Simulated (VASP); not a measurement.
Here is the system:

```yaml
crystal:
  lattice:
    - [3.76187, 0.00000, 0.00000]
    - [0.00000, 3.76187, 0.00000]
    - [0.00000, 0.00000, 3.76187]
  atoms:
    - { symbol: Ir, position: [0.50000, 0.50000, 0.50000] }
    - { symbol: O, position: [0.50000, 0.50000, 0.00000] }
    - { symbol: O, position: [0.00000, 0.50000, 0.50000] }
    - { symbol: O, position: [0.50000, 0.00000, 0.50000] }
```

These are PBEsol GGA, VASP's PBE PAW potentials (set 64) (plane waves; VASP) values and carry that method's errors. Run with 520 eV cut-off, Gaussian smearing of 0.050 eV, potentials Ir O.

Unless said otherwise, spin-orbit coupling is left out, though it shifts the bands of the heavy elements here.

Question: Predict the band gap (along the path) with the smallest direct gap where there is one.

Answer: 
| Quantity | Result |
|---|---|
| band gap (along the path) | none (metal, semimetal or under 0.01 eV) |

The absolute energy has meaning only against runs of the same code, potentials and settings.

The structure comes from a computed database's IrO3 entry (Pm-3m); how it stands against other phases isn't given here. It was relaxed first. The electron count is odd and the run is not spin-polarised, which forces a metal. VASP warned that the highest band is occupied, so more bands are needed.
